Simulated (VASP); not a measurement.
Here is the system:

```
RuSi
1.0
    0.00000     2.62860     2.62860
    2.62860     0.00000     2.62860
    2.62860     2.62860     0.00000
Ru Si
1 1
Direct
  0.00000   0.00000   0.00000
  0.25000   0.25000   0.25000
```

Method: PBEsol GGA, VASP's PBE PAW potentials (set 64) (plane waves; VASP). Settings: 400 eV cut-off, Gaussian smearing of 0.050 eV, potentials Ru_pv Si.

What does the run give for the band gap (along the path) with the smallest direct gap where there is one?

- band gap (along the path) = 0.32 eV
- smallest direct gap (along the path) = 0.47 eV

Total energies compare only between runs with the same potentials, cut-off and functional.

The structure was generated: RuSi was put into the zinc blende type (F-43m), which need not be its known phase. It was relaxed first, which changed the volume by -31 %.
